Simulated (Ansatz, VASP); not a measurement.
**HfBr: VASP beside Ansatz**

```
CELL_PARAMETERS angstrom
3.45563 0.00000 0.00000
0.00000 3.45563 0.00000
0.00000 0.00000 3.45563
ATOMIC_POSITIONS crystal
Hf 0.50000 0.50000 0.50000
Br 0.00000 0.00000 0.00000
```

Change from the starting cell: species swapped into the CsBr type (Pm-3m, No. 221).

Alike in both runs: functional PBE; k mesh 16 × 16 × 16; occupations gaussian, width 0.1 eV; no spin polarisation.

Ansatz relaxed the structure, and its values are those at the end. VASP's run is a single point on that final structure, the one shown.

|  | VASP | Ansatz |
| --- | --- | --- |
| version | VASP 6.6.1 | Ansatz 0.2.0 |
| potentials or method | VASP PAW PBE potentials, release 64 (Hf_pv, Br) | scalar-relativistic, plane waves, PAW |
| plane-wave cutoff (eV) | 520 | 420 |
| valence electrons in the cell | 17 | 33 |

Ansatz gave:

* gap on the k mesh at the Fermi level (eV): none
* pressure (GPa): 0.0

Question: What did VASP give for the same quantities?

Answer: gap on the k mesh at the Fermi level (eV): none; pressure (GPa): -0.5.

A gap of «none» marks a metal or a gap that the smearing closes. The two sets of potentials don't hold the same shells in valence.

Caveats: an odd number of electrons without spin polarisation forces a metal; a magnetic or distorted state may lie lower. Spin-orbit coupling is left out, which matters for the levels of Hf.
